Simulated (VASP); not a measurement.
Input:

```
SnO
1.0
    3.82291     0.00000     0.00000
    0.00000     3.82291     0.00000
    0.00000     0.00000     4.69006
Sn O
2 2
Direct
  0.50000   0.00000   0.75333
  0.00000   0.50000   0.24667
  0.50000   0.50000   0.00000
  0.00000   0.00000   0.00000
```

Calculation: vdW-DF-cx, VASP's PBE PAW potentials (set 64) (plane waves; VASP). Settings: 520 eV cut-off, 5×5×4 Γ-centred mesh, Gaussian smearing of 0.050 eV, potentials Sn_d O.

Problem. Estimate the energy per atom (σ→0).

Solution. 
The energy per atom (σ→0) is -3.392 eV/atom.

The compound is SnO in the litharge structure. It was relaxed first. The start is the result of an earlier pass.
